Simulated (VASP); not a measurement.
Here is the system:

```
CELL_PARAMETERS angstrom
      1.87003    -5.52830     0.00000
      1.87003     5.52830     0.00000
      0.00000     0.00000     3.91743
ATOMIC_POSITIONS crystal
  Ag 0.39696 0.60304 0.75000
  Ag 0.60304 0.39696 0.25000
  Cl 0.86526 0.13474 0.25000
  Cl 0.13474 0.86526 0.75000
```

Level of theory: r2SCAN meta-GGA, VASP's PBE PAW potentials (set 64) (plane waves; VASP). Run with 400 eV cut-off, 7×7×6 Γ-centred mesh, tetrahedra with Blöchl corrections, potentials Ag Cl.

**Question.** Predict the energy per atom (σ→0), band gap (over mesh and band path) with the smallest direct gap where there is one.

**Answer.** 
```json
{
  "band gap (over mesh and band path)": "0.98 eV",
  "smallest direct gap (over mesh and band path)": "2.50 eV",
  "energy per atom (σ→0)": "-14292 meV/atom"
}
```

Total energies compare only between runs with the same potentials, cut-off and functional.

The structure comes from a computed database's AgCl entry (Cmcm); how it stands against other phases isn't given here. It was relaxed first.
